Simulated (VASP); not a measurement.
Output of a VASP run:

File OSZICAR:
```
       N       E                     dE             d eps       ncg     rms          rms(c)
DAV:   1     0.114422151099E+03    0.11442E+03   -0.79641E+03   520   0.138E+03
DAV:   2    -0.955998724839E+00   -0.11538E+03   -0.11279E+03   550   0.316E+02
DAV:   3    -0.810399914971E+01   -0.71480E+01   -0.71165E+01   675   0.864E+01
DAV:   4    -0.830323404209E+01   -0.19923E+00   -0.19917E+00   591   0.169E+01
DAV:   5    -0.831441924503E+01   -0.11185E-01   -0.11185E-01   757   0.348E+00    0.508E+00
DAV:   6    -0.816615119228E+01    0.14827E+00   -0.19306E-01   686   0.829E+00    0.287E+00
DAV:   7    -0.812671338187E+01    0.39438E-01   -0.10089E-01   674   0.356E+00    0.621E-01
DAV:   8    -0.812498201912E+01    0.17314E-02   -0.91603E-03   738   0.140E+00    0.427E-01
DAV:   9    -0.812502061043E+01   -0.38591E-04   -0.56609E-04   608   0.269E-01    0.719E-02
DAV:  10    -0.812502733669E+01   -0.67263E-05   -0.22795E-05   695   0.569E-02    0.371E-02
DAV:  11    -0.812503114086E+01   -0.38042E-05   -0.81366E-06   575   0.363E-02    0.109E-02
DAV:  12    -0.812503111181E+01    0.29055E-07   -0.37938E-07   295   0.104E-02
   1 F= -.42771477E+01 E0= -.42771458E+01  d E =-.427715E+01
       N       E                     dE             d eps       ncg     rms          rms(c)
DAV:   1    -0.114154353122E+02   -0.32904E+01   -0.78611E+01   650   0.166E+02    0.149E+01
DAV:   2    -0.792637960540E+01    0.34891E+01   -0.99189E+00   615   0.104E+02    0.358E+00
DAV:   3    -0.758766064396E+01    0.33872E+00   -0.87276E-01   645   0.181E+01    0.299E+00
DAV:   4    -0.755764355530E+01    0.30017E-01   -0.77578E-02   568   0.235E+00    0.155E+00
DAV:   5    -0.755439700409E+01    0.32466E-02   -0.65961E-03   702   0.142E+00    0.574E-01
DAV:   6    -0.755414319263E+01    0.25381E-03   -0.20218E-03   790   0.635E-01    0.179E-01
DAV:   7    -0.755413251815E+01    0.10674E-04   -0.13375E-04   645   0.142E-01    0.535E-02
DAV:   8    -0.755413185746E+01    0.66069E-06   -0.88718E-06   615   0.269E-02
   2 F= -.42251587E+01 E0= -.42251587E+01  d E =0.519890E-01
       N       E                     dE             d eps       ncg     rms          rms(c)
DAV:   1    -0.905207544344E+01   -0.14979E+01   -0.30001E+01   655   0.133E+02    0.617E+00
DAV:   2    -0.813568135537E+01    0.91639E+00   -0.19287E+00   635   0.328E+01    0.249E+00
DAV:   3    -0.796346006433E+01    0.17222E+00   -0.58147E-01   685   0.170E+01    0.117E+00
DAV:   4    -0.796063025334E+01    0.28298E-02   -0.23206E-02   590   0.175E+00    0.787E-01
DAV:   5    -0.795651690451E+01    0.41133E-02   -0.29759E-03   596   0.498E-01    0.413E-01
DAV:   6    -0.795590722425E+01    0.60968E-03   -0.69660E-04   608   0.326E-01    0.796E-02
DAV:   7    -0.795590246913E+01    0.47551E-05   -0.99572E-05   680   0.200E-01    0.303E-02
DAV:   8    -0.795589896545E+01    0.35037E-05   -0.18468E-05   630   0.956E-02    0.378E-03
DAV:   9    -0.795589902307E+01   -0.57614E-07   -0.44566E-07   265   0.102E-02
   3 F= -.43404429E+01 E0= -.43404429E+01  d E =-.632952E-01
```

### OUTCAR
```
------------------------ aborting loop because EDIFF is reached ----------------------------------------
  FORCE on cell =-STRESS in cart. coord.  units (eV):
  Direction    XX          YY          ZZ          XY          YZ          ZX
  --------------------------------------------------------------------------------------
  Total        3.5794636      3.5794636      3.5794636     -0.0000000     -0.0000000     -0.0000000
  in kB       99.0044820     99.0044820     99.0044820     -0.0000000     -0.0000000     -0.0000000
  external PRESSURE =      -0.9955180 kB  Pullay stress =     100.0000000 kB
  volume of cell :       57.93
      direct lattice vectors                 reciprocal lattice vectors
     0.000000000  3.071009980  3.071009980    -0.162812887  0.162812887  0.162812887
     3.071009980  0.000000000  3.071009980     0.162812887 -0.162812887  0.162812887
     3.071009980  3.071009980 -0.000000000     0.162812887  0.162812887 -0.162812887
  FREE ENERGIE OF THE ION-ELECTRON SYSTEM (eV)
  ---------------------------------------------------
  free  energy   TOTEN  =        -7.9558990231 eV

  energy  without entropy=       -7.9558990231  energy(sigma->0) =       -7.95589902
  enthalpy is  TOTEN    =        -4.3404428888 eV   P V=        3.6154561343

 reached required accuracy - stopping structural energy minimisation
```
(Selected blocks of OUTCAR.)

### POSCAR
```
InSb
1
    0.0000000000     3.1354568743     3.1354568743
    3.1354568743     0.0000000000     3.1354568743
    3.1354568743     3.1354568743     0.0000000000
In Sb
1 1
Direct
  0.0000000000   0.0000000000   0.0000000000
  0.2500000000   0.2500000000   0.2500000000
```

Problem. Write an INCAR and KPOINTS that could have produced this output.

Solution. Several could match; the one computed here: the input of the run itself, LDA (Ceperley-Alder, Perdew-Zunger), plane waves, VASP's LDA PAW potentials (set 64).

File KPOINTS:
```
Automatic mesh
0
Gamma
7 7 7
0 0 0
```

### INCAR
```
ALGO = Normal
EDIFF = 1E-6
EDIFFG = -0.02
ENCUT = 500
IBRION = 2
ISIF = 3
ISMEAR = 0
LASPH = .True.
LCHARG = .False.
LMAXMIX = 4
LREAL = .False.
LWAVE = .False.
NELM = 100
NSW = 40
PREC = Accurate
PSTRESS = 100
SIGMA = 0.05
SYSTEM = InSb
```

POTCAR, in this order: In_d Sb (LDA.64 set). Program: vasp_std.

Energy and stress use the plane-wave basis of the starting cell.

The compound is InSb in the zinc blende structure. This run relaxes it under an external pressure of 10 GPa. Symmetry was kept, so distortions that lower it aren't found.
